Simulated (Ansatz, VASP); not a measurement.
**MoPdPt (MoPdPt in the AlB2 type): VASP beside Ansatz**

Aim: how closely do two programs agree when they are given the same cell, functional and k mesh? The cell is generated by rule, not measured, and may not be a known phase. Of the first pair: The two relaxations start from unlike cells of this crystal (the structure described is Ansatz's start), so only their ends are compared.

Calculated with Ansatz 0.2.0; plane waves, with VASP 6.6.1 beside it; relaxation of cell and atoms at PBE and zone-centre phonons at PBE.

### Step 1. Set-up

It takes space group P-6m2 (No. 187, hexagonal). Conventional cell: a = 3.682 Å, b = 3.682 Å, c = 3.866 Å, α = 90.00°, β = 90.00°, γ = 120.00°. Nearest to Mo lie 6 Pd at 2.87 Å and 6 Pt at 2.87 Å. Nearest to Pd lie 3 Pt at 2.13 Å and 6 Mo at 2.87 Å. Pt has 3 Pd at 2.13 Å and 6 Mo at 2.87 Å nearest. Farther neighbours are not listed.

Structure file:

```cif
data_structure
_symmetry_space_group_name_H-M 'P 1'
_symmetry_Int_Tables_number 1
_cell_length_a 3.6823
_cell_length_b 3.6823
_cell_length_c 3.8664
_cell_angle_alpha 90.000
_cell_angle_beta 90.000
_cell_angle_gamma 120.000
_cell_volume 45.40
loop_
_atom_site_label
_atom_site_type_symbol
_atom_site_fract_x
_atom_site_fract_y
_atom_site_fract_z
_atom_site_occupancy
Mo1 Mo 0.00000 0.00000 0.00000 1
Pd2 Pd 0.33333 0.66667 0.50000 1
Pt3 Pt 0.66667 0.33333 0.50000 1
```

### Step 2. Ansatz: relaxation of cell and atoms, PBE, pair 1

Ansatz runs on its PAW soft_1 files.

The relaxed volume is the usual yardstick between codes: in a stiff, nearly cubic crystal its relative difference is about their pressure difference at one cell divided by the bulk modulus.

Input file input.yaml:

```yaml
crystal:
  lattice:
    - [3.68232, 0.0, 0.0]
    - [-1.84116, 3.18898, 0.0]
    - [0.0, 0.0, 3.86644]
  atoms:
    - { symbol: Mo, position: [0.0, 0.0, 0.0] }
    - { symbol: Pd, position: [0.33333333, 0.66666667, 0.5] }
    - { symbol: Pt, position: [0.66666667, 0.33333333, 0.5] }
kpoints:
  mp_grid: { grid: [6, 6, 6] }
hamiltonian:
  xc: pbe
  pseudopotentials: { kind: paw, azcp: { folder: soft_1 } }
scf:
  occupations: { method: gaussian, width: 0.1 }
output:
  forces: true
  stress: true
  eigenvalues: true
relax:
  adjacent_minimum: "off"
  f_tol: 0.05
  max_steps: 80
  cell: { stress_tol: 0.5 }
```

Started as:

```bash
ansatz run input.yaml --threads 4 --pin off --max-ram 12288MiB --backend cpu --events-out ev --progress --plain --runs-dir out
```

Numbers of over 12 decimals in the logs are rounded to 6 here.

The log of the run:

```text
The last accepted step is kept in <dir> (removed where the run ends without a failure and the disk answers)
Engine: ansatz 0.2.0, aarch64-unknown-linux-gnu
Pseudopotentials: kind: paw
Pseudopotential: Mo, paw, valence charge 14, recommended cutoff 420 eV (normal), soft_1/Mo.paw.azcp
Pseudopotential: Pd, paw, valence charge 18, recommended cutoff 420 eV (normal), soft_1/Pd.paw.azcp
Pseudopotential: Pt, paw, valence charge 18, recommended cutoff 420 eV (normal), soft_1/Pt.paw.azcp
Functional definition: PBE
  parameter kappa = 0.804
  parameter beta = 0.066725
  exchange = pbe_x(kappa = kappa, mu = beta*pi^2/3)
  correlation = pbe_c(beta = beta)
Crystal: 3 atoms, lattice volume = 45.403 Å³
Basis set: ecut = 420 eV, 877 PW (Γ), exchange–correlation on 50×50×54 points (8 copies of the dense FFT grid, shifted against one another)
Bands: 30, of which v1, the nominal top of the filled ones, is band 25 counted from 1 (24 counted from 0)
Symmetry: 12 space group operations
Space group: P-6m2 (ITA 187), of the structure as read, at distance tolerance 3.6e-5 Å
k-points: 28 of 216 (time reversal used)
Non-local potential: Mo, projectors of the file, l = 0: 3, l = 1: 2, l = 2: 2, l = 3: 1
Non-local potential: Pd, projectors of the file, l = 0: 2, l = 1: 2, l = 2: 2, l = 3: 1
Non-local potential: Pt, projectors of the file, l = 0: 3, l = 1: 2, l = 2: 2, l = 3: 1
PAW form: soft (Blöchl's): semilocal exchange-correlation on the pseudo side does not see the compensation charge
PAW one-centre angular grid: Mo, 590 points (default); XC on 64 Gauss nodes
PAW one-centre angular grid: Pd, 590 points (default); XC on 64 Gauss nodes
PAW one-centre angular grid: Pt, 590 points (default); XC on 64 Gauss nodes
Initial density: superposition of atomic densities (chi_scale 0.1, normalization cell, long waves kept (reshape's long-wave potential 0.00 eV rms))
Initial wavefunctions: pseudopotential atomic-orbital guess
Functional: x = pbe(κ = 0.804, μ = 0.219515), c = pbe(β = 0.066725)
SCF iter   1: F=—  HF=-24450.041944 eV  |F-HF|=—  |Δ(HF+E_count)|=         —  Δρ=1.90e-1  dr2=2.57e1  ethr=3.10e-3  ⟨swp⟩=4.7  Hψ=2850  notcnv=0
preconditioner: auto → Kerker (q_TF=auto, 2.773 Å⁻¹)  [metal: Δε(μ)=0.016 eV  Ē_g=6.481 eV  σ=0.100 eV  W_gap=0.09  n_scr=20 (ndim 8)  ℏωp=28.1 eV  f_vac=0.000  D(μ)=6.21/eV (n_scr^D=84)]
SCF iter   2: F=—  HF=-24447.645932 eV  |F-HF|=—  |Δ(HF+E_count)|=    2.40e0  Δρ=8.90e-2  dr2=6.14e0  ethr=3.10e-3  ⟨swp⟩=2.0  Hψ=1730  notcnv=0  defer=3
SCF iter   3: F=—  HF=-24446.782021 eV  |F-HF|=—  |Δ(HF+E_count)|=   8.64e-1  Δρ=2.51e-2  dr2=6.70e-1  ethr=3.10e-3  ⟨swp⟩=2.1  Hψ=1348  notcnv=0  defer=3
SCF iter   4: F=—  HF=-24446.695421 eV  |F-HF|=—  |Δ(HF+E_count)|=   8.66e-2  Δρ=7.52e-3  dr2=5.71e-2  ethr=1.34e-3  ⟨swp⟩=1.7  Hψ=1087  notcnv=0  defer=3
SCF iter   5: F=—  HF=-24446.686743 eV  |F-HF|=—  |Δ(HF+E_count)|=   8.68e-3  Δρ=2.44e-3  dr2=2.63e-3  ethr=1.14e-4  ⟨swp⟩=1.1  Hψ=848  notcnv=0  defer=3
SCF iter   6: F=—  HF=-24446.686383 eV  |F-HF|=—  |Δ(HF+E_count)|=   3.60e-4  Δρ=5.90e-4  dr2=2.69e-4  ethr=5.27e-6  ⟨swp⟩=2.7  Hψ=1420  notcnv=0  defer=3
SCF iter   7: F=—  HF=-24446.686346 eV  |F-HF|=—  |Δ(HF+E_count)|=   3.72e-5  Δρ=1.72e-4  dr2=1.20e-5  ethr=5.37e-7  ⟨swp⟩=1.9  Hψ=922  notcnv=0  defer=3
SCF iter   8: F=—  HF=-24446.686340 eV  |F-HF|=—  |Δ(HF+E_count)|=   5.83e-6  Δρ=4.13e-5  dr2=9.23e-7  ethr=2.41e-8  ⟨swp⟩=2.5  Hψ=1366  notcnv=0  defer=3
SCF iter   9: F=—  HF=-24446.686340 eV  |F-HF|=—  |Δ(HF+E_count)|=   7.46e-8  Δρ=1.41e-5  dr2=1.35e-7  ethr=2.00e-10  ⟨swp⟩=5.6  Hψ=3166  notcnv=0
SCF iter  10: F=-24446.686340 eV  HF=-24446.686340 eV  |F-HF|=3.20e-10  |Δ(HF+E_count)|=   5.53e-9  Δρ=2.13e-6  dr2=1.80e-9  ethr=2.00e-10  ⟨swp⟩=4.1  Hψ=2533  notcnv=0
SCF 1 converged in 10 iterations: F = -24446.686340 eV  dr2 = 1.80e-9
  greatest PAW one-centre occupation: 1.000 electrons in one spin orbital (limit 2), on the Pt atom at site 2 (counted from 0), in its partial waves of l = 0
relax step   1: F+E_penalty+E_count = -24446.68633988 eV  Δ(F+E_penalty+E_count) = +0.000e0 eV  max|allowed force component| = 1.018e-16 eV/Å  Δτ_max = 0.0000 Å  P = +77.358 GPa  Ω = 45.403 Å³  (10 SCF iters, dr2 threshold 1.00e-7 eV, accepted)
[...]
relax step  13: F+E_penalty+E_count = -24454.04504908 eV  Δ(F+E_penalty+E_count) = -1.625e-2 eV  max|allowed force component| = 5.358e-17 eV/Å  Δτ_max = 0.0000 Å  P = +0.908 GPa  Ω = 46.056 Å³  energy of the carried Pulay correction = -2.699e-4 eV  (6 SCF iters, dr2 threshold 3.00e-7 eV, accepted)
[...]
relax step  14: F+E_penalty+E_count = -24454.04576272 eV  Δ(F+E_penalty+E_count) = -7.136e-4 eV  max|allowed force component| = 6.168e-18 eV/Å  Δτ_max = 0.0000 Å  P = -0.025 GPa  Ω = 46.234 Å³  energy of the carried Pulay correction = -3.496e-4 eV  (6 SCF iters, dr2 threshold 3.00e-7 eV, accepted)
[...]
relax step  15: F+E_penalty+E_count = -24454.04607506 eV  Δ(F+E_penalty+E_count) = -3.123e-4 eV  max|allowed force component| = 1.966e-17 eV/Å  Δτ_max = 0.0000 Å  P = -0.039 GPa  Ω = 46.234 Å³  stress off target by 5.20e-2 GPa  SCF on the basis re-selected at this cell (its energy is not comparable with the rows above)  (6 SCF iters)
basis re-selected at this cell: Δ(F+E_penalty+E_count) = -3.123e-4 eV, ΔP = -0.014 GPa vs the last step (what re-selecting the basis moved, of the pressure what is left beyond the Pulay correction that the steps carried, after the strain that the cell walked since its last selection, with what the two solves' SCF thresholds leave and, on support functions, any second-order correction that the steps lacked; it is no m [...]
SCF converged after 6 iterations
Free energy (F): -24454.046075 eV
Harris-Foulkes:  -24454.046075 eV  (|F-HF|=0.00e0)
Internal energy: -24454.032321 eV  (E = F + TS)
E sigma→0 (E₀):  -24454.039198 eV
Entropy (-TS):   -0.013754 eV (-4.585 meV/atom)
Fermi energy:    20.823896 eV
--- Per-component energies (eV) ---
  E_band       = -351.701116
  E_kinetic    = 1463.750505
  E_local      = -4230.731739  (includes V_loc(G=0)·N_el)
  E_nonlocal   = 720.799006
  E_hartree    = 1631.672429
  E_xc         = -547.213048
  E_vxc        = -666.520542  (∫ρ·V_xc dr)
  E_paw        = -16505.326781  (= ΣΔE_a)
  E_vpaw       = -902.344595  (= ΣTr[D̂ρ^β])
  E_aug_tail   = 0.001350  (compensation charges beyond the density's cutoff)
  E_ewald      = -6986.984042
  E_smearing   = -0.013754  (= −TS)
  E_closure    = 0.000000  (closes the sum)
  Σ components = -24454.046075   (vs F -24454.046075, Δ=0.00e0)
--- Forces (eV/Å), atoms counted from 1 ---
  atom   1  Mo    -0.00000000    -0.00000000     0.00000000
  atom   2  Pd     0.00000000     0.00000000     0.00000000
  atom   3  Pt     0.00000000    -0.00000000     0.00000000
  max |Σ_I F_I| component: 9.25e-18 eV/Å
--- Stress (GPa, compression-positive) ---
       -0.032291      -0.000000       0.000000
        0.000000      -0.032291       0.000000
        0.000000       0.000000      -0.051986
  P = ⅓ Tr σ = -0.0389 GPa (-0.389 kbar)
--- Band table (eV; the first three rows and the last of 28) ---
  k-point 0: bands = [... 21 lower, 18.8653, 19.3249, 19.3249, 19.8232, 19.8232, 23.3456, 23.3456, 27.5434, ... 1 higher]
  k-point 1: bands = [... 21 lower, 19.2966, 19.2966, 19.6015, 20.7324, 20.7324, 22.7678, 22.7678, 27.6599, ... 1 higher]
  k-point 2: bands = [... 21 lower, 18.4723, 20.0047, 22.0443, 22.0443, 22.2057, 22.2057, 22.3038, 27.5194, ... 1 higher]
  k-point 27: bands = [... 21 lower, 20.3122, 20.4091, 20.7728, 21.5513, 22.1658, 23.6746, 23.8330, 25.7828, ... 1 higher]
--- Relaxed structure (13 steps of the walk, 13 accepted, 2 SCFs on fresh bases) ---
  F+E_penalty+E_count = -24454.04607506 eV   max|allowed force component| = 1.966e-17 eV/Å   (the final SCF, on the basis selected at the relaxed cell)
  cell:  # Å, volume = 46.2339 Å³
    - [4.470855, 0, 0.0]
    - [-2.235428, 3.871874, 0.0]
    - [0.0, 0.0, 2.670846]
  atoms:
    - { symbol: Mo, position: [0, 0, 0.0] }
    - { symbol: Pd, position: [0.333333, 0.666667, 0.5] }
    - { symbol: Pt, position: [0.666667, 0.333333, 0.5] }
```

### Step 3. VASP: relaxation of cell and atoms, PBE, pair 1

Its own start cell and the same functional, mesh and smearing now go to VASP, with its own data sets.

Lines of VASP's logs that name or quote its potential files are left out, and so is its time.

Input file INCAR:

```
SYSTEM = MoPdPt
PREC = Accurate
ENCUT = 500
EDIFF = 1E-07
NELM = 120
ISMEAR = 0
SIGMA = 0.1
LREAL = .FALSE.
ALGO = Normal
GGA = PE
NBANDS = 23
LASPH = .TRUE.
LORBIT = 11
LWAVE = .FALSE.
LCHARG = .FALSE.
ISIF = 3
IBRION = 2
NSW = 80
EDIFFG = -0.005
GGA_COMPAT = .FALSE.
NELMIN = 4
KPAR = 2
```

Input file POSCAR:

```
MoPdPt
1.0
    4.4636959573      0.0000000000      0.0000000000
   -2.2318479787      3.8656742060      0.0000000000
    0.0000000000      0.0000000000      2.6714826073
Mo Pd Pt
1 1 1
Direct
    0.0000000000      0.0000000000      0.0000000000
    0.3333334379      0.6666668757      0.5000000000
    0.6666667189      0.3333334379      0.5000000000
```

Input file KPOINTS:

```
Automatic mesh
0
Gamma
6 6 6
0 0 0
```

Potentials, in the order of the species: Mo_sv, Pd and Pt (PBE family, release 64).

Started as:

```bash
mpirun -np 2 vasp_std
```

The log of the run:

```text
[banner, memory and clock lines left out]
running    2 mpi-ranks, on    1 nodes
 distrk:  each k-point on    1 cores,    2 groups
 distr:  one band on    1 cores,    1 groups

 POSCAR found type information on POSCAR MoPdPt
 POSCAR found :  3 types and       3 ions
 LDA part: xc-table for (Slater+PW92), standard interpolation
 POSCAR, INCAR and KPOINTS ok, starting setup
 FFT: planning ... GRIDC
 FFT: planning ... GRID_SOFT
 FFT: planning ... GRID
 WAVECAR not read
 entering main loop
       N       E                     dE             d eps       ncg     rms          rms(c)
DAV:   1     0.237909945772E+03    0.23791E+03   -0.18062E+04  1288   0.144E+03
DAV:   2    -0.189099507620E+02   -0.25682E+03   -0.24641E+03  1512   0.372E+02
DAV:   3    -0.243168162588E+02   -0.54069E+01   -0.53332E+01  1513   0.546E+01
DAV:   4    -0.243522969912E+02   -0.35481E-01   -0.35469E-01  1421   0.450E+00
DAV:   5    -0.243527253610E+02   -0.42837E-03   -0.42836E-03  1533   0.531E-01    0.186E+01
DAV:   6    -0.228349907219E+02    0.15177E+01   -0.35734E+00  1372   0.154E+01    0.698E+00
DAV:   7    -0.228151839679E+02    0.19807E-01   -0.12751E+00  1372   0.119E+01    0.491E+00
DAV:   8    -0.226439217249E+02    0.17126E+00   -0.36937E-01  1379   0.760E+00    0.204E+00
DAV:   9    -0.226421685877E+02    0.17531E-02   -0.63079E-02  1407   0.245E+00    0.110E+00
DAV:  10    -0.226345024125E+02    0.76662E-02   -0.17463E-02  1365   0.147E+00    0.184E-01
DAV:  11    -0.226343722670E+02    0.13015E-03   -0.13539E-03  1477   0.328E-01    0.800E-02
DAV:  12    -0.226343741958E+02   -0.19288E-05   -0.65670E-05  1435   0.959E-02    0.371E-02
DAV:  13    -0.226343685154E+02    0.56804E-05   -0.18616E-05  1484   0.527E-02    0.791E-03
DAV:  14    -0.226343684879E+02    0.27489E-07   -0.14905E-06  1379   0.989E-03    0.210E-03
DAV:  15    -0.226343682968E+02    0.19111E-06   -0.16154E-07   784   0.342E-03    0.647E-04
DAV:  16    -0.226343682900E+02    0.68103E-08   -0.90109E-09   707   0.757E-04
   1 F= -.22634368E+02 E0= -.22627489E+02  d E =-.226344E+02
[...]
2 F= -.22633725E+02 E0= -.22626763E+02  d E =0.642895E-03
[...]
3 F= -.22634609E+02 E0= -.22627702E+02  d E =-.241107E-03
[...]
4 F= -.22634609E+02 E0= -.22627702E+02  d E =-.241180E-03
[...]
5 F= -.22634603E+02 E0= -.22627697E+02  d E =0.667175E-05
 trial-energy change:    0.000007  1 .order    0.000008   -0.000051    0.000066
 step:   0.3886(harm=  0.3774)  dis= 0.00000  next Energy=   -22.634621 (dE=-0.114E-04)
 bond charge predicted
       N       E                     dE             d eps       ncg     rms          rms(c)
DAV:   1    -0.226347345531E+02   -0.13182E-03   -0.36894E-03  1302   0.501E-01    0.728E-02
DAV:   2    -0.226346489504E+02    0.85603E-04   -0.25490E-04  1400   0.156E-01    0.374E-02
DAV:   3    -0.226346365602E+02    0.12390E-04   -0.10065E-04  1344   0.113E-01    0.263E-02
DAV:   4    -0.226346222360E+02    0.14324E-04   -0.29668E-05  1365   0.523E-02    0.945E-03
DAV:   5    -0.226346214771E+02    0.75887E-06   -0.32663E-06  1442   0.177E-02    0.538E-03
DAV:   6    -0.226346206928E+02    0.78430E-06   -0.11305E-06  1380   0.114E-02    0.137E-03
DAV:   7    -0.226346206170E+02    0.75814E-07   -0.72324E-08   658   0.210E-03
   6 F= -.22634621E+02 E0= -.22627713E+02  d E =-.111469E-04
 curvature:  -0.20 expect dE=-0.130E-07 dE for cont linesearch -0.128E-07
 trial: gam= 0.00000 g(F)=  0.126E-40 g(S)=  0.661E-07 ort =-0.199E-05 (trialstep = 0.773E+00)
 search vector abs. value=  0.662E-07
 reached required accuracy - stopping structural energy minimisation
```

OUTCAR, selected parts (step 3):

```text
ion  position               nearest neighbor table
   1  0.000  0.000  0.000-   2 2.90   2 2.90   2 2.90   2 2.90   3 2.90   3 2.90   3 2.90   3 2.90
                             3 2.90   3 2.90   2 2.90   2 2.90
   2  0.333  0.667  0.500-   3 2.58   3 2.58   3 2.58   1 2.90   1 2.90   1 2.90   1 2.90   1 2.90
                             1 2.90
   3  0.667  0.333  0.500-   2 2.58   2 2.58   2 2.58   1 2.90   1 2.90   1 2.90   1 2.90   1 2.90
                             1 2.90

  LATTYP: Found a hexagonal cell.
 ALAT       =     4.4636959573
 C/A-ratio  =     0.5984911680

 Subroutine GETGRP returns: Found 12 space group operations
 (whereof 12 operations were pure point group operations)

The static configuration has the point symmetry D_3h.

 Found     28 irreducible k-points:

   k-points           NKPTS =     28   k-points in BZ     NKDIM =     28   number of bands    NBANDS=     23

   dimension x,y,z NGX =    36 NGY =   36 NGZ =   20
   dimension x,y,z NGXF=    72 NGYF=   72 NGZF=   40

   ENCUT  =  500.0 eV  36.75 Ry    6.06 a.u.   8.14  8.14  4.87*2*pi/ulx,y,z

   NELECT =      34.0000    total number of electrons

 k-points in reciprocal lattice and weights: Automatic mesh
   0.00000000  0.00000000  0.00000000       0.005
   0.16666667  0.00000000  0.00000000       0.028
   0.33333333  0.00000000  0.00000000       0.028
   0.50000000  0.00000000  0.00000000       0.014
   0.16666667  0.16666667  0.00000000       0.028
   0.33333333  0.16666667  0.00000000       0.056
   0.33333333  0.33333333  0.00000000       0.009
   0.00000000  0.00000000  0.16666667       0.009
   0.16666667  0.00000000  0.16666667       0.056
[...]
0.33333333  0.16666667  0.50000000       0.056
   0.33333333  0.33333333  0.50000000       0.009

 average (electrostatic) potential at core
       1 -70.9740       2 -69.7773       3 -63.0630

 E-fermi :  10.8836

 k-point     1 :       0.0000    0.0000    0.0000
  band No.  band energies     occupation
    ...
     14       8.9227      2.00000
     15       9.3852      2.00000
     16       9.3852      2.00000
     17       9.8802      2.00000
     18       9.8802      2.00000
     19      13.4114      0.00000
     20      13.4114      0.00000
     21      17.6118      0.00000
     22      18.8006      0.00000
     23      18.8006      0.00000

 k-point     2 :       0.1667    0.0000    0.0000
  band No.  band energies     occupation
    ...
     14       8.8808      2.00000
     15       9.4416      2.00000
     16       9.5368      2.00000
     17      10.0115      2.00000
     18      10.0387      2.00000
     19      13.2160      0.00000
     20      13.4142      0.00000
     21      16.1026      0.00000
     22      16.7208      0.00000
     23      18.2708      0.00000

 k-point     3 :       0.3333    0.0000    0.0000
  band No.  band energies     occupation
    ...
     14       8.9589      2.00000
     15       9.9861      2.00000
     16       9.9997      2.00000
     17      10.2838      2.00000
     18      10.3353      2.00000
     19      13.0050      0.00000
     20      13.4199      0.00000
     21      13.5236      0.00000
     22      14.3193      0.00000
     23      18.9895      0.00000

  Total       -0.0003291     -0.0003291      0.0019732      0.0000000      0.0000000      0.0000000
  in kB       -0.0114149     -0.0114149      0.0684495      0.0000000      0.0000000      0.0000000
  external PRESSURE =       0.0152065 kB  Pullay stress =       0.0000000 kB

  energy-cutoff  :      500.00
  volume of cell :       46.19
      direct lattice vectors                 reciprocal lattice vectors
     4.469100437 -0.000000000  0.000000000     0.223758677  0.129187129  0.000000000
    -2.234550218  3.870354623 -0.000000000     0.000000000  0.258374257  0.000000000
     0.000000000 -0.000000000  2.670134030     0.000000000  0.000000000  0.374513035

 POSITION                                       TOTAL-FORCE (eV/Angst)
 -----------------------------------------------------------------------------------
      0.00000      0.00000      0.00000        -0.000000     -0.000000     -0.000000
      0.00000      2.58024      1.33507         0.000000      0.000000      0.000000
      2.23455      1.29012      1.33507        -0.000000      0.000000      0.000000
 -----------------------------------------------------------------------------------
    total drift:                               -0.000001     -0.000193      0.000000

  FREE ENERGIE OF THE ION-ELECTRON SYSTEM (eV)
  ---------------------------------------------------
  free  energy   TOTEN  =       -22.6346206170 eV

  energy  without entropy=      -22.6208063221  energy(sigma->0) =      -22.62771347

 reached required accuracy - stopping structural energy minimisation

 total charge
# of ion       s       p       d       tot
------------------------------------------
    1        2.305   6.145   3.754  12.205
    2        0.560   0.631   8.472   9.663
    3        0.731   0.685   8.003   9.420
--------------------------------------------------
tot          3.596   7.462  20.229  31.287

[... 3 further parts left out ...]
```

CONTCAR:

```
MoPdPt
   1.00000000000000
     4.4691004367115612   -0.0000000000000699    0.0000000000000000
    -2.2345502184059018    3.8703546228722496   -0.0000000000000000
     0.0000000000000000   -0.0000000000000000    2.6701340304958636
  Mo              Pd              Pt
     1     1     1
Direct
     0.0000000000000000    0.0000000000000000    0.0000000000000000
     0.3333334379000021    0.6666668757000025    0.5000000000000000
     0.6666667188999966    0.3333334379000021    0.5000000000000000
```

The run keeps the 12 symmetry operations of its start, so it cannot find a distortion of lower symmetry.

### Step 4. Side by side

Known differences besides the potentials themselves: the data sets hold 50 valence electrons in Ansatz (on its PAW soft_1 files) and 34 in VASP; the cutoff is 420 eV in Ansatz and 500 eV in VASP; Ansatz adds a Pulay correction to the stress that steers its cell, VASP none. Total energies have different zeros and are not compared.

Both answers:

```csv
quantity,Ansatz,VASP,difference
volume (Å³),46.23,46.19,+0.11 %
"edge a after relaxation, in the typed setting (Å)",4.471,4.469,+0.04 %
"edge c after relaxation, in the typed setting (Å)",2.671,2.670,+0.03 %
```

(Continued in part 2 of 2.)

[Lines on the potential files, build, host, timing and source positions are cut from VASP's logs without a mark.]

[Logs are printed without paths, hosts, clocks, repeated set-up lines and the standing remarks that a program may print on its own settings, such as how far it seeks lower states.]

[Hosts, paths, dates, database ids (printed as entryN), source tags and the programs' standing remarks are cut or masked in the printed files.]
